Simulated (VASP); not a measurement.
# Cd on the Tm site in a supercell of TmSb, part 2 of 5

Aim: the formation energy and local structure of Cd on the Tm site in TmSb. The start is a cell from a database of measured crystal structures.

VASP 6.6.1, plane waves and PAW; the level of theory is named at each step.

Still holding for the runs below: The data set Tm_3 holds the 4f electrons frozen in the core, so no f bands or f moments appear.

So far. Step 2 (The host at zero pressure): The run ended after 3 ionic steps, 0.012 eV below its first step, once forces and stress met EDIFFG = -0.02.

The database entry behind the starting cell differs from later determinations by our own check (an axis about 0.4 % long against later determinations), so it need not match the best structure at ambient conditions.

### Step 3. The supercell without the defect

Level of this step: PBEsol, 4f electrons in the core; plane waves and PAW (Tm_3, Sb) (VASP).

System of this step: TmSb. Symmetry: Fm-3m, No. 225, cubic system. Conventional cell: a = 6.040 Å, b = 6.040 Å, c = 6.040 Å, α = 90.00°, β = 90.00°, γ = 90.00°. Nearest to Tm lie 6 Sb at 3.02 Å. Nearest to Sb lie 6 Tm at 3.02 Å. Farther neighbours are not listed.

The same cell, mesh and cutoff without the defect give the energy to subtract and, in a gapped host, the band edges to count from, so that most errors cancel.

Contents of INCAR:

```
SYSTEM = TmSb
PREC = Normal
ENCUT = 300
EDIFF = 1E-05
NELM = 120
ISMEAR = 1
SIGMA = 0.2
LREAL = Auto
ALGO = Fast
GGA = PS
NBANDS = 108
LORBIT = 11
LWAVE = .FALSE.
LCHARG = .FALSE.
KPAR = 4
```

Contents of POSCAR:

```
TmSb
1.0
    0.0000000000      6.0404782726      6.0404782726
    6.0404782726      0.0000000000      6.0404782726
    9.0607174089      9.0607174089      0.0000000000
Tm Sb
12 12
Direct
    0.2500000000      0.2500000000      0.1666666667
    0.2500000000      0.2500000000      0.5000000000
    0.2500000000      0.2500000000      0.8333333333
    0.2500000000      0.7500000000      0.1666666667
    0.2500000000      0.7500000000      0.5000000000
    0.2500000000      0.7500000000      0.8333333333
    0.7500000000      0.2500000000      0.1666666667
    0.7500000000      0.2500000000      0.5000000000
    0.7500000000      0.2500000000      0.8333333333
    0.7500000000      0.7500000000      0.1666666667
    0.7500000000      0.7500000000      0.5000000000
    0.7500000000      0.7500000000      0.8333333333
    0.0000000000      0.0000000000      0.0000000000
    0.0000000000      0.0000000000      0.3333333333
    0.0000000000      0.0000000000      0.6666666667
    0.0000000000      0.5000000000      0.0000000000
    0.0000000000      0.5000000000      0.3333333333
    0.0000000000      0.5000000000      0.6666666667
    0.5000000000      0.0000000000      0.0000000000
    0.5000000000      0.0000000000      0.3333333333
    0.5000000000      0.0000000000      0.6666666667
    0.5000000000      0.5000000000      0.0000000000
    0.5000000000      0.5000000000      0.3333333333
    0.5000000000      0.5000000000      0.6666666667
```

Contents of KPOINTS:

```
Automatic mesh
0
Gamma
5 5 4
0 0 0
```

Potentials, in the order of the species: Tm_3 and Sb (PBE family, release 64).

Command:

```
$ mpirun -np 4 vasp_std
```

The program printed:

```text
[banner, memory and clock lines left out]
running    4 mpi-ranks, on    1 nodes
 distrk:  each k-point on    1 cores,    4 groups
 distr:  one band on    1 cores,    1 groups

 POSCAR found type information on POSCAR TmSb
 POSCAR found :  2 types and      24 ions
 [... a notice as in an earlier step ...]

 LDA part: xc-table for (Slater+PW92), standard interpolation
|                                                                             |
|           W    W    AA    RRRRR   N    N  II  N    N   GGGG   !!!           |
|           W    W   A  A   R    R  NN   N  II  NN   N  G    G  !!!           |
|           W    W  A    A  R    R  N N  N  II  N N  N  G       !!!           |
|           W WW W  AAAAAA  RRRRR   N  N N  II  N  N N  G  GGG   !            |
|           WW  WW  A    A  R   R   N   NN  II  N   NN  G    G                |
|           W    W  A    A  R    R  N    N  II  N    N   GGGG   !!!           |
|                                                                             |
|     Your reciprocal lattice and k-lattice belong to different lattice       |
|     classes:                                                                |
|                                                                             |
|        The reciprocal lattice is body-centered orthorhombic,                |
|        whereas your k-lattice is base-centered monoclinic.                  |
|                                                                             |
|     Results are often still useful ...                                      |
|                                                                             |

 POSCAR, INCAR and KPOINTS ok, starting setup
 FFT: planning ... GRIDC
 FFT: planning ... GRID_SOFT
 FFT: planning ... GRID
 WAVECAR not read
 entering main loop
       N       E                     dE             d eps       ncg     rms          rms(c)
DAV:   1     0.106220302135E+04    0.10622E+04   -0.47907E+04  7144   0.944E+02
DAV:   2    -0.111331143926E+02   -0.10733E+04   -0.10304E+04  9048   0.452E+02
DAV:   3    -0.135195653488E+03   -0.12406E+03   -0.11916E+03 11256   0.117E+02
DAV:   4    -0.141196348386E+03   -0.60007E+01   -0.59203E+01 10896   0.242E+01
DAV:   5    -0.141300045308E+03   -0.10370E+00   -0.10335E+00 11216   0.360E+00    0.704E+01
RMM:   6    -0.139650552497E+03    0.16495E+01   -0.38003E+00  9708   0.459E+00    0.433E+01
RMM:   7    -0.140044690169E+03   -0.39414E+00   -0.67643E+00 10986   0.561E+00    0.242E+00
RMM:   8    -0.139773327496E+03    0.27136E+00   -0.12530E+00  9694   0.306E+00    0.131E+00
RMM:   9    -0.139784741329E+03   -0.11414E-01   -0.91879E-02 10101   0.109E+00    0.534E-01
RMM:  10    -0.139785575744E+03   -0.83441E-03   -0.29000E-02 11618   0.484E-01    0.229E-01
RMM:  11    -0.139785912134E+03   -0.33639E-03   -0.63291E-03 11842   0.201E-01    0.751E-02
RMM:  12    -0.139786035150E+03   -0.12302E-03   -0.11492E-03 11002   0.814E-02    0.112E-01
RMM:  13    -0.139786025088E+03    0.10063E-04   -0.20363E-04  8387   0.356E-02    0.895E-02
RMM:  14    -0.139786003444E+03    0.21643E-04   -0.11018E-04  7981   0.277E-02    0.285E-02
RMM:  15    -0.139786008239E+03   -0.47948E-05   -0.13368E-04  9061   0.266E-02    0.260E-02
RMM:  16    -0.139786007818E+03    0.42065E-06   -0.19765E-05  6132   0.161E-02
   1 F= -.13978601E+03 E0= -.13978662E+03  d E =0.184225E-02
```

It took 4.5 min on 4 MPI ranks of Intel Xeon Platinum 8259CL at 2.50GHz (Skylake/Cascade Lake), shared host; peak memory 2.8 GiB; 18 min of CPU time.

OUTCAR, selected parts (step 3):

```text
  LATTYP: Found a face centered orthorhombic cell.
 ALAT       =     8.5425262963
 B/A-ratio  =     1.7320508076
 C/A-ratio  =     2.4494897428

 Subroutine GETGRP returns: Found  4 space group operations
 (whereof  4 operations were pure point group operations)

The static configuration has the point symmetry C_2h.

 Found     33 irreducible k-points:

   k-points           NKPTS =     33   k-points in BZ     NKDIM =     33   number of bands    NBANDS=    108

   dimension x,y,z NGX =    36 NGY =   36 NGZ =   54
   dimension x,y,z NGXF=    72 NGYF=   72 NGZF=  108

   ENCUT  =  300.0 eV  22.05 Ry    4.70 a.u.  12.06 12.06 18.10*2*pi/ulx,y,z

   NELECT =     168.0000    total number of electrons

 E-fermi :   5.2856

 k-point     1 :       0.0000    0.0000    0.0000
  band No.  band energies     occupation
    ...
     78       4.1404      2.00000
     79       4.1404      2.00000
     80       4.4945      2.00000
     81       4.4949      2.00000
     82       4.6814      2.00017
     83       5.7689     -0.00333
     84       5.7689     -0.00333
     85       5.7689     -0.00333
     86       5.7689     -0.00333
     87       6.1639     -0.00000
    ...

 k-point     2 :       0.2000    0.0000    0.0000
  band No.  band energies     occupation
    ...
     80       4.3481      2.00000
     81       4.4479      2.00000
     82       4.9495      2.03883
     83       5.2453      1.33313
     84       5.3035      0.84878
     85       5.4051      0.16193
     86       5.4058      0.15889
     87       6.2104     -0.00000
     88       6.3402     -0.00000
     89       6.3459     -0.00000
    ...

  Total        0.3968425      0.3968425      0.4796920     -0.0243685      0.0044810      0.0044809
  in kB        0.9615978      0.9615978      1.1623523     -0.0590478      0.0108580      0.0108578
  external PRESSURE =       1.0285160 kB  Pullay stress =       0.0000000 kB

  energy-cutoff  :      300.00
  volume of cell :      661.20
      direct lattice vectors                 reciprocal lattice vectors
     0.000000000  6.040478273  6.040478273    -0.082774902  0.082774902  0.082774902
     6.040478273  0.000000000  6.040478273     0.082774902 -0.082774902  0.082774902
     9.060717409  9.060717409  0.000000000     0.055183268  0.055183268 -0.055183268

 POSITION                                       TOTAL-FORCE (eV/Angst)
 -----------------------------------------------------------------------------------
      3.02024      3.02024      3.02024        -0.000000      0.000000     -0.000000
      6.04048      6.04048      3.02024         0.000000     -0.000000     -0.000000
      9.06072      9.06072      3.02024        -0.000000     -0.000000      0.000000
      6.04048      3.02024      6.04048        -0.000000     -0.000000      0.000000
      9.06072      6.04048      6.04048        -0.000000     -0.000000     -0.000000
     12.08096      9.06072      6.04048         0.000000     -0.000000     -0.000000
      3.02024      6.04048      6.04048        -0.000000      0.000000      0.000000
      6.04048      9.06072      6.04048         0.000000      0.000000     -0.000000
      9.06072     12.08096      6.04048         0.000000      0.000000      0.000000
      6.04048      6.04048      9.06072         0.000000      0.000000      0.000000
      9.06072      9.06072      9.06072         0.000000     -0.000000      0.000000
     12.08096     12.08096      9.06072         0.000000     -0.000000      0.000000
      0.00000      0.00000      0.00000         0.000000      0.000000      0.000000
      3.02024      3.02024      0.00000        -0.000000      0.000000      0.000000
      6.04048      6.04048      0.00000         0.000000      0.000000      0.000000
      3.02024      0.00000      3.02024         0.000000     -0.000000     -0.000000
      6.04048      3.02024      3.02024         0.000000     -0.000000     -0.000000
      9.06072      6.04048      3.02024         0.000000     -0.000000      0.000000
      0.00000      3.02024      3.02024         0.000000     -0.000000      0.000000
      3.02024      6.04048      3.02024        -0.000000      0.000000      0.000000
      6.04048      9.06072      3.02024         0.000000      0.000000     -0.000000
      3.02024      3.02024      6.04048        -0.000000     -0.000000     -0.000000
      6.04048      6.04048      6.04048        -0.000000      0.000000      0.000000
      9.06072      9.06072      6.04048        -0.000000      0.000000     -0.000000
 -----------------------------------------------------------------------------------
    total drift:                                0.000000      0.000000      0.000000

  FREE ENERGIE OF THE ION-ELECTRON SYSTEM (eV)
  ---------------------------------------------------
  free  energy   TOTEN  =      -139.7860078185 eV

  energy  without entropy=     -139.7878500680  energy(sigma->0) =     -139.78662190

 total charge
# of ion       s       p       d       tot
------------------------------------------
    1        0.374   6.724   1.152   8.250
    2        0.374   6.724   1.152   8.250
    3        0.374   6.724   1.152   8.250
    4        0.374   6.724   1.152   8.250
    5        0.374   6.724   1.152   8.250
    6        0.374   6.724   1.152   8.250
    7        0.374   6.724   1.152   8.250
    8        0.374   6.724   1.152   8.250
    9        0.374   6.724   1.152   8.250
   10        0.374   6.724   1.152   8.250
   11        0.374   6.724   1.152   8.250
   12        0.374   6.724   1.152   8.250
   13        1.116   1.471   0.016   2.604
   14        1.116   1.471   0.016   2.604
   15        1.116   1.471   0.016   2.604
   16        1.116   1.471   0.016   2.604
   17        1.116   1.471   0.016   2.604
   18        1.116   1.471   0.016   2.604
   19        1.116   1.471   0.016   2.604
   20        1.116   1.471   0.016   2.604
   21        1.116   1.471   0.016   2.604
   22        1.116   1.471   0.016   2.604
   23        1.116   1.471   0.016   2.604
   24        1.116   1.471   0.016   2.604
--------------------------------------------------
tot         17.882  98.343  14.022 130.247

[... 7 further parts left out ...]
```

Numbers from this step:

```yaml
electronic_cycles: 16
electrons: 168
free_energy_toten: -139.7860 eV
energy_at_zero_smearing: -139.7866 eV
fermi_energy: 5.286 eV
```

The host is treated as a metal, as its relaxation found a gap under 0.3 eV or none, and only the neutral defect is run.

(Part 2 of 5 ends here.)

[Lines on the potential files, build, host, timing and source positions are cut from VASP's logs without a mark.]

[Logs are printed without paths, hosts, clocks, repeated set-up lines and the standing remarks that a program may print on its own settings, such as how far it seeks lower states.]

[Hosts, paths, dates, database ids (printed as entryN), source tags and the programs' standing remarks are cut or masked in the printed files.]

[In band tables of VASP the shares of atoms and orbitals are scaled to a sum of 1 inside the atoms' spheres.]

[Runs that stopped without an error message from VASP are left out.]
